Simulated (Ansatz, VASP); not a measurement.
# Ti2COF (Ti2COF MXene monolayer): VASP beside Ansatz

One calculation is typed for both programs; each brings its own data sets. How far apart do they land? Of the first pair: The structure shown is the start of the Ansatz relaxation below; VASP solves that cell, so the two are compared at the walk's first step.

Calculated with Ansatz 0.2.0; plane waves, with VASP 6.6.1 beside it; single point at PBE with D3(BJ).

**1. Set-up**

The cell holds 5 atoms: 1 F, 2 Ti, 1 C and 1 O. Its edges and angles: a = 3.100 Å, b = 3.100 Å, c = 39.959 Å, α = 90.0°, β = 90.0°, γ = 120.0°. Vacuum lies along c.

**2. Ansatz: relaxation, PBE with D3(BJ)**

Ansatz runs on its PAW soft_1 files.

The two programs are compared at the cell with which this relaxation starts, whose forces are those of its first step.

Input file input.yaml:

```yaml
crystal:
  lattice:
    - [3.10024, 0.0, 0.0]
    - [-1.55012, 2.6848865978, 0.0]
    - [0.0, 0.0, 39.9592805664]
  atoms:
    - { symbol: F, position: [0.3333333333, 0.6666666667, 0.4442021915] }
    - { symbol: Ti, position: [0.6666666667, 0.3333333333, 0.4670874471], spin: 1.0 }
    - { symbol: C, position: [0.0, 0.0, 0.4977004133] }
    - { symbol: Ti, position: [0.3333333333, 0.6666666667, 0.5283133795], spin: 1.0 }
    - { symbol: O, position: [0.6666666667, 0.3333333333, 0.5557978085] }
  periodic: [true, true, false]
magnetization:
  spin_polarized: true
kpoints:
  mp_grid: { grid: [12, 12, 1] }
hamiltonian:
  xc: pbe
  dispersion: d3bj
  pseudopotentials: { kind: paw, azcp: { folder: soft_1 } }
scf:
  occupations: { method: fermi_dirac, width: 0.05 }
  convergence: { dr2_threshold: 1.0e-09 }
relax:
  f_tol: 0.004
  max_steps: 90
  cell: {}
output:
  write_potential: true
  write_density: true
  volumetric_format: npy
```

Run with:

```
$ ansatz run input.yaml --threads 2 --pin off --max-ram 3072MiB --backend cpu --events-out ev --progress --plain --runs-dir out
```

Numbers of over 12 decimals in the logs are rounded to 6 here.

Log:

```text
Warning: relax.cell: scf.convergence.dr2_threshold = 1e-9 eV is looser than the 2.39153441289e-10 eV advised for a relaxation that steers and ends on the stress (1e-10 eV for each atom of the cell: 5, times the square of relax.cell.stress_2d_tol = 0.05 N/m over 14.5 Å (the atoms' height at the walk's start and 5 Å past either face), 3.458e-2 GPa, over a crystal's default 0.05). What an SCF threshold leaves in a stress goes as its square root, and in the free energy as the threshold itself, and one threshold admits the most on a small cell: [figures from the program's tests cut] Set scf.convergence.dr2_threshold to 2.39153441289e-10 eV or tighter. [rest of the remark cut]
Engine: ansatz 0.2.0, aarch64-unknown-linux-gnu
Pseudopotentials: kind: paw
Pseudopotential: F, paw, valence charge 7, recommended cutoff 420 eV (normal), soft_1/F.paw.azcp
Pseudopotential: Ti, paw, valence charge 12, recommended cutoff 420 eV (normal), soft_1/Ti.paw.azcp
Pseudopotential: C, paw, valence charge 4, recommended cutoff 420 eV (normal), soft_1/C.paw.azcp
Pseudopotential: O, paw, valence charge 6, recommended cutoff 420 eV (normal), soft_1/O.paw.azcp
Functional definition: PBE
  parameter kappa = 0.804
  parameter beta = 0.066725
  exchange = pbe_x(kappa = kappa, mu = beta*pi^2/3)
  correlation = pbe_c(beta = beta)
Crystal: 5 atoms, lattice volume = 332.613 Å³
Basis set: ecut = 420 eV, 6445 PW (Γ), exchange–correlation on 48×48×540 points (8 copies of the dense FFT grid, shifted against one another)
Bands: 27, of which v1, the nominal top of the filled ones, is band 21 counted from 1 (20 counted from 0)
Symmetry: 6 space group operations
Space group: P3m1 (ITA 156), of the structure as read, at distance tolerance 6.9e-5 Å
Magnetic group: BNS 156.49 (UNI 1279), of the structure as read, at distance tolerance 6.9e-5 Å
k-points: 19 of 144 (time reversal used)
Non-local potential: F, projectors of the file, l = 0: 2, l = 1: 2, l = 2: 1
Non-local potential: Ti, projectors of the file, l = 0: 3, l = 1: 2, l = 2: 3, l = 3: 1
Non-local potential: C, projectors of the file, l = 0: 2, l = 1: 2, l = 2: 1
Non-local potential: O, projectors of the file, l = 0: 2, l = 1: 2, l = 2: 1
PAW form: soft (Blöchl's): semilocal exchange-correlation on the pseudo side does not see the compensation charge
PAW one-centre angular grid: F, 110 points (default); XC on 64 Gauss nodes
PAW one-centre angular grid: Ti, 590 points (default); XC on 64 Gauss nodes
PAW one-centre angular grid: C, 110 points (default); XC on 64 Gauss nodes
PAW one-centre angular grid: O, 110 points (default); XC on 64 Gauss nodes
Initial density: superposition of atomic densities (neutral atoms: chi_scale 0, normalization atom)
Starting moments: Σ|m| = 2 μB on 2 of 5 sites
Initial wavefunctions: pseudopotential atomic-orbital guess
Functional: x = pbe(κ = 0.804, μ = 0.219515), c = pbe(β = 0.066725)
SCF iter   1: F=—  HF=-6638.661709 eV  |F-HF|=—  |Δ(HF+E_count)|=         —  Δρ=4.44e-2 (↑4.44e-2 ↓3.41e-2)  dr2=3.42e1  dr2_m=4.44e-1  M=0.717 μB ∫|m|=0.859 μB  β_m=0.30  ethr=3.10e-3  ⟨swp⟩=14.6  Hψ=7441  notcnv=0
Mixer restart at iter 1: flushing history
preconditioner: auto → LDOS  [metal: Δε(μ)=0.027 eV  Ē_g=10.061 eV  σ=0.050 eV  W_gap=0.13  n_scr=24 (ndim 8)  ℏωp=9.8 eV  f_vac=0.801  D(μ)=1.58/eV (n_scr^D=10)]
spin=Collinear: LDOS preconditioning applied to the charge; magnetization (m = ρ↑ − ρ↓) channel mixes plain (no charge-response kernel on spin).
SCF iter   2: F=—  HF=-6632.544671 eV  |F-HF|=—  |Δ(HF+E_count)|=    6.12e0  Δρ=2.05e-2 (↑2.05e-2 ↓1.42e-2)  dr2=8.04e0  dr2_m=1.95e-1  M=0.695 μB ∫|m|=0.863 μB  β_m=0.39  ethr=3.10e-3  ⟨swp⟩=4.8  Hψ=3114  notcnv=0  defer=38
SCF iter   3: F=—  HF=-6631.217394 eV  |F-HF|=—  |Δ(HF+E_count)|=    1.33e0  Δρ=6.69e-3 (↑6.69e-3 ↓6.69e-3)  dr2=3.19e-1  dr2_m=5.65e-2  M=0.617 μB ∫|m|=0.760 μB  β_m=0.51  ethr=3.10e-3  ⟨swp⟩=4.5  Hψ=2739  notcnv=0  defer=33
SCF iter   4: F=—  HF=-6631.374937 eV  |F-HF|=—  |Δ(HF+E_count)|=   1.58e-1  Δρ=3.63e-3 (↑3.63e-3 ↓2.23e-3)  dr2=5.17e-2  dr2_m=1.73e-2  M=0.515 μB ∫|m|=0.616 μB  β_m=0.66  ethr=7.78e-4  ⟨swp⟩=5.1  Hψ=2222  notcnv=0  defer=32
SCF iter   5: F=—  HF=-6631.421748 eV  |F-HF|=—  |Δ(HF+E_count)|=         —  Δρ=2.89e-3 (↑1.49e-3 ↓2.89e-3)  dr2=4.23e-2  dr2_m=1.25e-2  M=0.289 μB ∫|m|=0.352 μB  β_m=0.66  ethr=1.26e-4  ⟨swp⟩=4.4  Hψ=2500  notcnv=0  defer=27
[...]
SCF 10 converged in 7 iterations: F = -6632.436840 eV  dr2 = 1.58e-10
relax step  10: F+E_penalty+E_count = -6632.43683955 eV  Δ(F+E_penalty+E_count) = -1.199e-4 eV  max|allowed force component| = 5.451e-4 eV/Å  Δτ_max = 0.0006 Å  P = -0.003 N/m  Ω = 312.827 Å³  energy of the carried Pulay correction = +9.490e-5 eV  fix = [c, alpha, beta]  reactions: c -0.000 N/m  (7 SCF iters, accepted)
iter 1 solved again at ethr=5.72e-8 eV; its pass at ethr=3.10e-3 eV (dr2=2.35e-5 eV) is discarded
SCF iter   1: F=—  HF=-6632.436710 eV  |F-HF|=—  |Δ(HF+E_count)|=         —  Δρ=1.27e-6 (↑1.27e-6 ↓1.24e-6)  dr2=5.64e-9  dr2_m=1.55e-11  M=0.000 μB ∫|m|=0.000 μB  β_m=0.65  ethr=5.72e-8  ⟨swp⟩=6.9  Hψ=12418  notcnv=0
spin=Collinear: LDOS preconditioning applied to the charge; magnetization (m = ρ↑ − ρ↓) channel mixes plain (no charge-response kernel on spin).
SCF iter   2: F=—  HF=-6632.436739 eV  |F-HF|=—  |Δ(HF+E_count)|=   2.87e-5  Δρ=5.75e-7 (↑5.75e-7 ↓5.38e-7)  dr2=2.40e-9  dr2_m=1.14e-11  M=0.000 μB ∫|m|=0.000 μB  β_m=0.46  ethr=1.38e-11  ⟨swp⟩=5.0  Hψ=3556  notcnv=0
SCF iter   3: F=—  HF=-6632.436739 eV  |F-HF|=—  |Δ(HF+E_count)|=   1.96e-9  Δρ=3.15e-7 (↑3.15e-7 ↓2.87e-7)  dr2=5.74e-10  dr2_m=7.79e-12  M=0.000 μB ∫|m|=0.000 μB  β_m=0.66  ethr=5.86e-12  ⟨swp⟩=2.3  Hψ=1536  notcnv=0
SCF iter   4: F=-6632.436739 eV  HF=-6632.436739 eV  |F-HF|=9.32e-10  |Δ(HF+E_count)|=   5.91e-9  Δρ=5.96e-8 (↑5.96e-8 ↓5.14e-8)  dr2=3.01e-11  dr2_m=8.14e-13  M=0.000 μB ∫|m|=0.000 μB  ethr=1.40e-12  ⟨swp⟩=11.4  Hψ=7969  notcnv=0
the starting moments were not kept: the SCF closed with an absolute magnetisation of 4.3e-6 μB, where they sum to 2 μB in size (2 sites). That is at most 0.1 of that sum. Measured as dr2_m measures the in/out step, that magnetisation stands 4.6e-12 eV from none, at or under the dr2_threshold of 1.0e-9 eV: it is no larger than a step whose dr2_m would equal this threshold.
SCF 11 converged in 4 iterations: F = -6632.436739 eV  dr2 = 3.01e-11
relax step  11: F+E_penalty+E_count = -6632.43673854 eV  Δ(F+E_penalty+E_count) = +1.010e-4 eV  max|allowed force component| = 5.955e-4 eV/Å  Δτ_max = 0.0000 Å  P = -0.004 N/m  Ω = 312.827 Å³  fix = [c, alpha, beta]  reactions: c -0.000 N/m  stress off target by 4.34e-3 N/m on what of the cell is left free  SCF on the basis re-selected at this cell (its energy is not comparable with the rows above)  (4 SCF iters)
basis re-selected at this cell: Δ(F+E_penalty+E_count) = +1.010e-4 eV, ΔP = -0.002 N/m vs the last step (what re-selecting the basis moved, of the pressure what is left beyond the Pulay correction that the steps carried, after the strain that the cell walked since its last selection, with what the two solves' SCF thresholds leave and, on support functions, any second-order correction that the steps lacked; it is no m [...]
WARN: The output density's exchange-correlation potential varies sharply where the density is thin. Do not read a vacuum level from v_tot or v_xc, or from such a field of the output density. On a cell that repeats whose density bears no net charge and no dipole along the vacuum's axis use v_es (v_loc + v_h of the components); under efield.dipole_correction with no amplitude use v_es + v_field, which holds any externa [...]
SCF converged after 4 iterations
Magnetization: 0.0000 μB (20.5000 up, 20.5000 down)
Absolute magnetization: 0.0000 μB (∫|ρ↑−ρ↓|, with the PAW one-centre terms)
Spin contamination: 0.0000 ħ² per cell (⟨S²⟩ above its minimum at these occupations)
Per-site moments (μB) at R_I (Å): [(9.363831243160761e-8, 0.884499), (1.924280020352168e-6, 0.856551), (-2.955374638059153e-7, 0.856551), (4.6145842391333403e-7, 0.813905), (2.097521768872391e-7, 0.813905)]
Free energy (F): -6632.436739 eV
Harris-Foulkes:  -6632.436739 eV  (|F-HF|=9.32e-10)
Internal energy: -6632.414447 eV  (E = F + TS)
E sigma→0 (E₀):  -6632.425593 eV
Entropy (-TS):   -0.022292 eV (-4.458 meV/atom)
Fermi energy:    -5.322199 eV
--- Per-component energies (eV) ---
  E_band       = -1056.665146
  E_kinetic    = 1014.270084
  E_local      = -159109.230872  (includes V_loc(G=0)·N_el)
  E_nonlocal   = 281.563977
  E_hartree    = 78883.002075
  E_xc         = -430.368533
  E_vxc        = -542.326456  (∫ρ·V_xc dr)
  E_paw        = -2549.215276  (= ΣΔE_a)
  E_vpaw       = -466.947883  (= ΣTr[D̂ρ^β])
  E_aug_tail   = 0.001339  (compensation charges beyond the density's cutoff)
  E_ewald      = 75278.705226
  E_disp       = -1.142466  (pairwise vdW)
  E_smearing   = -0.022292  (= −TS)
  E_closure    = -0.000000  (closes the sum)
  Σ components = -6632.436739   (vs F -6632.436739, Δ=0.00e0)
--- Forces (eV/Å), atoms counted from 1 ---
  atom   1  F     -0.00000000    -0.00000000    -0.00013124
  atom   2  Ti     0.00000000     0.00000000    -0.00032084
  atom   3  C     -0.00000000    -0.00000000     0.00015290
  atom   4  Ti     0.00000000     0.00000000     0.00059590
  atom   5  O      0.00000000     0.00000000    -0.00029480
  max |Σ_I F_I| component: 1.91e-6 eV/Å
--- 2D stress c σ (N/m, compression-positive) ---
       -0.004344       0.000000      -0.000000
        0.000000      -0.004344      -0.000000
       -0.000000      -0.000000      -0.000000
  P = ½ c Tr σ = -0.0043 N/m
--- Band table (eV; the first three rows and the last of 38) ---
  k-point 0 ↑: bands = [... 17 lower, -8.0806, -7.0829, -7.0829, -4.9738, -4.9738, -4.3592, -3.8825, -3.8825, ... 2 higher]
  k-point 1 ↑: bands = [... 17 lower, -8.0675, -7.3099, -7.1848, -5.0683, -4.8905, -4.3703, -3.8691, -3.8203, ... 2 higher]
  k-point 2 ↑: bands = [... 17 lower, -8.3544, -7.6339, -7.4060, -5.2895, -4.6566, -4.4008, -3.7836, -3.6751, ... 2 higher]
  k-point 18 ↓: bands = [... 17 lower, -9.0643, -8.8596, -8.3681, -4.6641, -4.1009, -3.9446, -3.5889, -3.1749, ... 2 higher]
  the weakly bound empty levels are not read free of the cell's end (no_gap_told)
--- Relaxed structure (9 steps of the walk, 8 accepted, 2 SCFs on fresh bases) ---
  F+E_penalty+E_count = -6632.43673854 eV   max|allowed force component| = 5.955e-4 eV/Å   (the final SCF, on the basis selected at the relaxed cell)
  cell:  # Å, volume = 312.8266 Å³
    - [3.006614, 0.0, 0]
    - [-1.503307, 2.603804, 0]
    - [0, 0, 39.9592805664]
  atoms:
    - { symbol: F, position: [0.333333, 0.666667, 0.438273] }
    - { symbol: Ti, position: [0.666667, 0.333333, 0.469775] }
    - { symbol: C, position: [5.647972271069958e-19, 0, 0.498292] }
    - { symbol: Ti, position: [0.333333, 0.666667, 0.531643] }
    - { symbol: O, position: [0.666667, 0.333333, 0.555118] }
```

[end of part 1 of 2]

[Lines on the potential files, build, host, timing and source positions are cut from VASP's logs without a mark.]

[Logs are printed without paths, hosts, clocks, repeated set-up lines and the standing remarks that a program may print on its own settings, such as how far it seeks lower states.]

[Hosts, paths, dates, database ids (printed as entryN), source tags and the programs' standing remarks are cut or masked in the printed files.]
